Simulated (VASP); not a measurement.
## BN (space group F-43m): computed properties

Calculation: PBEsol GGA, VASP's PBE PAW potentials (set 64) (plane waves; VASP).

- space group = F-43m (216)
- cell = a = 3.608 Å, b = 3.608 Å, c = 3.608 Å, α = 90.00°, β = 90.00°, γ = 90.00°
- volume per atom = 5.87 Å³/atom
- band gap (over mesh and band path) = 4.28 eV
- smallest direct gap (over mesh and band path) = 8.79 eV
- band-edge character = indirect, Γ to X
- density = 3.51 g/cm³
- mean ε∞ (DFPT) = 4.63
- mean ε∞ (independent particles) = 4.75

```cif
data_BN
_chemical_formula_sum 'B1 N1'
_space_group_name_H-M_alt 'P 1'
_space_group_IT_number 1
_cell_length_a 2.55095
_cell_length_b 2.55095
_cell_length_c 2.55095
_cell_angle_alpha 60.000
_cell_angle_beta 60.000
_cell_angle_gamma 60.000
loop_
_space_group_symop_operation_xyz
  'x, y, z'
loop_
_atom_site_label
_atom_site_type_symbol
_atom_site_fract_x
_atom_site_fract_y
_atom_site_fract_z
_atom_site_occupancy
B1 B 0.00000 0.00000 0.00000 1
N1 N 0.75000 0.75000 0.75000 1
```

The structure comes from a computed database's BN entry (F-43m); how it stands against other phases isn't given here. It was relaxed first. Symmetry was kept, so distortions that lower it aren't found.
